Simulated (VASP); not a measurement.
**Titanium: cell size against the level of theory**

How close do the usual functionals, with and without dispersion, come to the cell of Titanium? The levels: PBE, LDA, r2SCAN and PBE + D3(BJ). The start is a cell from a database of measured crystal structures.

Main program and level: VASP 6.6.1; PBE; plane waves and PAW (Ti_sv), in the first sound run; inputs show where later runs differ.

**Measured values to reproduce.**

For Ti, hcp alpha (recrystallized polycrystalline plate, 600 wppm oxygen, 298 K), “Impact of oxygen ordering on titanium lattice parameters” (2024, arxiv:2402.07147) gives, by XRD, Rietveld refinement: lattice constant a (a of hcp cell) 2.9536 ± 0.0001 Å [textured sample, prismatic peak absent, so a is less precise than c]; lattice constant c (c of hcp cell) 4.685 ± 0.0001 Å.

Report form: the programs' logs are mostly left out.

## 1. The starting structure

Before any relaxation, the start is as follows. Symmetry: P6_3/mmc, No. 194, hexagonal system. Conventional cell: a = 2.950 Å, b = 2.950 Å, c = 4.686 Å, α = 90.00°, β = 90.00°, γ = 120.00°. Ti has 12 Ti at 2.90 to 2.95 Å nearest.

## 2. Relaxation with PBE

Properties are meant for the cell that this level of theory prefers, so cell and atoms are relaxed first (ISIF = 3) until forces and stress are small; EDIFFG sets the threshold. PBE, the usual starting point, adds the gradient of the density.

The input, INCAR:

```
SYSTEM = Ti
PREC = Accurate
ENCUT = 520
EDIFF = 1E-06
NELM = 100
ISMEAR = -1
SIGMA = 0.05
LREAL = .FALSE.
ALGO = Normal
GGA = PE
NBANDS = 18
LASPH = .TRUE.
LORBIT = 11
LWAVE = .FALSE.
LCHARG = .FALSE.
KPAR = 2
IBRION = 2
NSW = 60
ISIF = 3
EDIFFG = -0.01
```

The input, POSCAR:

```
Ti
1.0
    2.9500000000      0.0000000000      0.0000000000
   -1.4750000000      2.5547749412      0.0000000000
    0.0000000000      0.0000000000      4.6860000000
Ti
2
Direct
    0.3333333333      0.6666666667      0.2500000000
    0.6666666667      0.3333333333      0.7500000000
```

The input, KPOINTS:

```
Automatic mesh
0
Gamma
9 9 5
0 0 0
```

Potentials, in the order of the species: Ti_sv (PBE family, release 64).

On the command line:

```
$ mpirun -np 2 vasp_std
```

The job ended after 31 s (2 MPI ranks of AMD EPYC 9R14 (Zen 4), shared host; peak memory 0.27 GiB; 60 s of CPU time).

The k-mesh is coarse for a metal. The run keeps the 24 symmetry operations of its start, so it cannot find a distortion of lower symmetry.

Step by step:

| step | energy less that of the first step (eV) | largest force (eV/Å) | pressure (GPa) | volume (Å³) |
| --- | --- | --- | --- | --- |
| 1 | 0.0000 | 0.0000 | -1.99 | 35.32 |
| 2 | -0.0022 | 0.0000 | 1.55 | 34.21 |
| 3 | -0.0043 | 0.0000 | 0.02 | 34.66 |
| 4 | -0.0043 | 0.0000 | 0.07 | 34.64 |
| 5 | -0.0044 | 0.0000 | 0.09 | 34.65 |
| 6 | -0.0044 | 0.0000 | 0.07 | 34.66 |

| conventional cell, symmetrised | before | after | change |
| --- | --- | --- | --- |
| a (Å) | 2.950 | 2.937 | -0.4 % |
| b (Å) | 2.950 | 2.937 | -0.4 % |
| c (Å) | 4.686 | 4.640 | -1.0 % |
| volume (Å³/atom) | 17.66 | 17.33 | -1.9 % |

The relaxed structure:

```
Ti
1.0
     2.93687    0.00000    0.00000
    -1.46843    2.54340    0.00000
     0.00000    0.00000    4.63963
Ti
2
Direct
  0.33333 0.66667 0.25000
  0.66667 0.33333 0.75000
```

This step gave:

- electrons: 24
- bands: 18
- irreducible k-points: 36
- symmetry operations: 24
- free energy (TOTEN): -15.68 eV
- energy at zero smearing: -15.67 eV
- Fermi energy: 8.373 eV
- pressure: 0.07433 GPa
- metallic: yes
- SCF cycles over all ionic steps: 47

It ends with forces that vanish by symmetry and a pressure of 0.07 GPa. The volume lies -1.9 % from that of the database's start, which holds the thermal and zero-point expansion of its experiment. The conventional cell has a = 2.937 and c = 4.640 Å. Against its usual tendency, PBE gives a cell smaller than the listed one.

## 3. Relaxation with LDA

This step: LDA; plane waves and PAW (Ti_sv) (VASP 6.6.1).

LDA, the lowest rung, knows the local density alone.

INCAR: that of step 2 with these lines changed.

```diff
@@ -9,3 +9,3 @@
 ALGO = Normal
-GGA = PE
+GGA = CA
 NBANDS = 18
```

POSCAR is that of step 2.

KPOINTS is that of step 2.

On the command line:

```
$ mpirun -np 2 vasp_std
```

Elapsed: 33 s, on 2 MPI ranks; peak memory 0.25 GiB; 63 s of CPU time.

The PAW data sets were made with PBE, though LDA sets exist; this is a small mismatch. After so large a change of volume the plane waves of the start cell no longer fit, so the final stress carries a basis-set error.

Step by step:

| step | energy less that of the first step (eV) | largest force (eV/Å) | pressure (GPa) | volume (Å³) |
| --- | --- | --- | --- | --- |
| 1 | 0.0000 | 0.0000 | -10.04 | 35.32 |
| 2 | -0.0399 | 0.0000 | 10.12 | 29.96 |
| 3 | -0.1063 | 0.0000 | -0.08 | 32.19 |
| 4 | -0.1063 | 0.0000 | 0.14 | 32.13 |
| 5 | -0.1063 | 0.0000 | -0.13 | 32.18 |
| 6 | -0.1063 | 0.0000 | -0.05 | 32.17 |

| conventional cell, symmetrised | before | after | change |
| --- | --- | --- | --- |
| a (Å) | 2.950 | 2.861 | -3.0 % |
| b (Å) | 2.950 | 2.861 | -3.0 % |
| c (Å) | 4.686 | 4.538 | -3.2 % |
| volume (Å³/atom) | 17.66 | 16.08 | -8.9 % |

Final coordinates:

```
Ti
1.0
     2.86120    0.00000    0.00000
    -1.43060    2.47787    0.00000
     0.00000    0.00000    4.53758
Ti
2
Cartesian
  0.0000 1.6519 1.1344
  1.4306 0.8260 3.4032
```

Numbers from this step:

| Quantity | Value |
| --- | --- |
| free energy (TOTEN) | -17.17 eV |
| energy at zero smearing | -17.16 eV |
| Fermi energy | 8.860 eV |
| pressure | -0.05026 GPa |
| SCF cycles over all ionic steps | 56 |

It ends at 16.08 Å³/atom, -8.9 % from the start, with -0.05 GPa left. The conventional cell has a = 2.861 and c = 4.538 Å.

## 4. Relaxation with r2SCAN

This step: r2SCAN; plane waves and PAW (Ti_sv) (VASP 6.6.1).

r2SCAN adds the kinetic-energy density, costs more than a GGA and is run with LASPH.

INCAR: that of step 3 with these lines changed.

```diff
@@ -9,5 +9,5 @@
 ALGO = Normal
-GGA = CA
+METAGGA = R2SCAN
+LASPH = .TRUE.
 NBANDS = 18
-LASPH = .TRUE.
 LORBIT = 11
```

POSCAR is that of step 3.

KPOINTS is that of step 3.

On the command line:

```
$ mpirun -np 2 vasp_std
```

Wall time 2.3 min (2 MPI ranks); peak memory 0.28 GiB.

The PAW data sets were made with PBE, which is usual practice but a small mismatch for other functionals.

Step by step:

| step | energy less that of the first step (eV) | largest force (eV/Å) | pressure (GPa) | volume (Å³) |
| --- | --- | --- | --- | --- |
| 1 | 0.0000 | 0.0000 | -1.99 | 35.32 |
| 2 | -0.0020 | 0.0000 | 1.71 | 34.21 |
| 3 | -0.0043 | 0.0000 | 0.09 | 34.67 |
| 4 | -0.0047 | 0.0000 | 0.03 | 34.68 |
| 5 | -0.0048 | 0.0000 | 0.01 | 34.68 |

| conventional cell, symmetrised | before | after | change |
| --- | --- | --- | --- |
| a (Å) | 2.950 | 2.943 | -0.3 % |
| b (Å) | 2.950 | 2.943 | -0.3 % |
| c (Å) | 4.686 | 4.626 | -1.3 % |
| volume (Å³/atom) | 17.66 | 17.34 | -1.8 % |

The relaxed structure:

```xyz
2
Lattice="2.9425 0.0000 0.0000 -1.4713 2.5483 0.0000 0.0000 0.0000 4.6255" Properties=species:S:1:pos:R:3 pbc="T T T"
Ti    0.0000    1.6989    1.1564
Ti    1.4713    0.8494    3.4691
```

It ends at 17.34 Å³/atom, -1.8 % from the start, with 0.01 GPa left. The conventional cell has a = 2.943 and c = 4.626 Å.

## 5. Relaxation with PBE + D3(BJ)

This step: PBE with D3(BJ); plane waves and PAW (Ti_sv) (VASP 6.6.1).

A dispersion term adds the long-range attraction that semilocal functionals lack. D3 with Becke-Johnson damping keeps a finite attraction at short range.

INCAR: that of step 4 with these lines changed.

```diff
@@ -9,5 +9,6 @@
 ALGO = Normal
-METAGGA = R2SCAN
+GGA = PE
+IVDW = 12
+NBANDS = 18
 LASPH = .TRUE.
-NBANDS = 18
 LORBIT = 11
```

POSCAR is that of step 4.

KPOINTS is that of step 4.

On the command line:

```
$ mpirun -np 2 vasp_std
```

The job ended after 32 s (2 MPI ranks; peak memory 0.29 GiB).

Dispersion corrections of this kind ignore metallic screening and tend to overbind metals.

Relaxation path:

| step | energy less that of the first step (eV) | largest force (eV/Å) | pressure (GPa) | volume (Å³) |
| --- | --- | --- | --- | --- |
| 1 | 0.0000 | 0.0000 | -7.59 | 35.32 |
| 2 | -0.0261 | 0.0000 | 6.92 | 31.21 |
| 3 | -0.0611 | 0.0000 | -0.04 | 32.90 |

| conventional cell, symmetrised | before | after | change |
| --- | --- | --- | --- |
| a (Å) | 2.950 | 2.883 | -2.3 % |
| b (Å) | 2.950 | 2.883 | -2.3 % |
| c (Å) | 4.686 | 4.569 | -2.5 % |
| volume (Å³/atom) | 17.66 | 16.45 | -6.9 % |

Final coordinates:

```xyz
2
Lattice="2.8835 0.0000 0.0000 -1.4417 2.4972 0.0000 0.0000 0.0000 4.5685" Properties=species:S:1:pos:R:3 pbc="T T T"
Ti    0.0000    1.6648    1.1421
Ti    1.4417    0.8324    3.4264
```

It ends at 16.45 Å³/atom, -6.9 % from the start, with -0.04 GPa left. The conventional cell has a = 2.883 and c = 4.569 Å. Against plain PBE, the dispersion term moves a by -1.8 % and c by -1.5 %.

## 6. The cells as a table

This step: relaxed cells at several levels; plane waves and PAW (VASP 6.6.1).

Derived from the runs above.

Lengths are those of the conventional cell; cost is the wall time of each run, as given at its step, times its ranks, without the set-up around it. Results by level, by row:

| level | volume (Å³/atom) | change from the start (%) | a (Å) | c (Å) | cost (core minutes) |
| --- | --- | --- | --- | --- | --- |
| PBE | 17.33 | -1.9 | 2.937 | 4.64 | 1.03 |
| LDA | 16.08 | -8.9 | 2.861 | 4.538 | 1.1 |
| r2SCAN | 17.34 | -1.8 | 2.943 | 4.626 | 4.57 |
| PBE + D3(BJ) | 16.45 | -6.9 | 2.883 | 4.569 | 1.07 |

## 7. Results

| Property | Result |
| --- | --- |
| volume, PBE | 17.33 Å³/atom |
| volume, LDA | 16.08 Å³/atom |
| volume, r2SCAN | 17.34 Å³/atom |
| volume, PBE + D3(BJ) | 16.45 Å³/atom |

What this shows: For Titanium the levels give volumes between 16.08 Å³/atom (LDA) and 17.34 Å³/atom (r2SCAN), a spread of 7.8 %, while the cost of the finished runs spans a factor of 4.4. Within 1 % of experiment on every length: PBE. The nearest, PBE, is among the cheap ones. Thermal and zero-point expansion, often some tenths of a per cent in length, bear on this order: with the measured lengths lowered by an assumed 0.4 % the nearest is still PBE. The costs hold the number of ionic steps as well as the price of the functional. Adding D3(BJ) to PBE changes the volume by -5.1 % (a by -1.8 % and c by -1.5 %). Pairwise corrections of the D and TS kind ignore the screening in a metal, so they may overbind here. Within 0.02 Å all end in space group P6_3/mmc; the runs can't lower the symmetry of the start. The k-sampling is coarse for a metal, so the Fermi level, pressures and the shape of the cell carry errors. Each is a single relaxation on the plane waves of the start cell, so larger changes of volume carry a basis-set error that was not tested here.

Calculation against experiment:

| quantity | measured | PBE | LDA | r2SCAN | PBE + D3(BJ) |
| --- | --- | --- | --- | --- | --- |
| lattice constant a (Å) | 2.9536 | 2.937 (-0.6 %) | 2.861 (-3.1 %) | 2.943 (-0.4 %) | 2.883 (-2.4 %) |
| lattice constant c (Å) | 4.685 | 4.640 (-1.0 %) | 4.538 (-3.1 %) | 4.626 (-1.3 %) | 4.569 (-2.5 %) |

Measured values from arxiv:2402.07147 (2024).

How well it matches: For the lattice constant a, of the levels listed nearest comes r2SCAN (-0.4 %, good agreement) and farthest LDA (-3.1 %, a clear miss). For the lattice constant c, of the levels listed nearest comes PBE (-1.0 %, fair agreement) and farthest LDA (-3.1 %, a clear miss). The grades are ours: good and fair within 0.7 and 1.5 % for the lattice constant a and 0.8 and 2 % for the lattice constant c. Zero-point motion and thermal expansion (measured at up to 298 K) are not in the computed lattice constants.

[Lines on the potential files, build, host, timing and source positions are cut from VASP's logs without a mark.]

[Logs are printed without paths, hosts, clocks, repeated set-up lines and the standing remarks that a program may print on its own settings, such as how far it seeks lower states.]

[Hosts, paths, dates, database ids (printed as entryN), source tags and the programs' standing remarks are cut or masked in the printed files.]

[A measured line is paired with the nearest computed mode of its activity, which favours agreement.]
